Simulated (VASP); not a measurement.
Here is a VASP 6.6.1 calculation.

Contents of INCAR:

```
PREC = Accurate
ENCUT = 520
EDIFF = 1E-6
ISMEAR = 0
SIGMA = 0.1
LREAL = F
LASPH = T
NELM = 60
ALGO = Normal
ISIF = 2
LWAVE = F
LCHARG = F
GGA = PS
NBANDS = 24
```

File KPOINTS:

```
Automatic mesh
0
Gamma
  4 4 4
```

The input POSCAR:

```
KMgF3
1.0
    3.9859000000      0.0000000000      0.0000000000
    0.0000000000      3.9859000000      0.0000000000
    0.0000000000      0.0000000000      3.9859000000
K Mg F
1 1 3
Direct
    0.5000000000      0.5000000000      0.5000000000
    0.0000000000      0.0000000000      0.0000000000
    0.5000000000      0.0000000000      0.0000000000
    0.0000000000      0.5000000000      0.0000000000
    0.0000000000      0.0000000000      0.5000000000
```

Potentials or basis: VASP PAW PBE potentials, release 64 (K_sv, Mg, F).

The run is started by

```console
$ cat potpaw_PBE.64/K_sv/POTCAR potpaw_PBE.64/Mg/POTCAR potpaw_PBE.64/F/POTCAR > POTCAR
$ mpirun -np 1 vasp_std > vasp.out
```

(1) What does it give for the band gap on the k mesh?

(2) What does it give for the pressure?

## Answers

(1) 7.12 eV, indirect (least direct gap 7.45 eV).

(2) -0.1 GPa.

Caveat: the PAW data sets were made with another functional, which shifts forces and pressure a little.
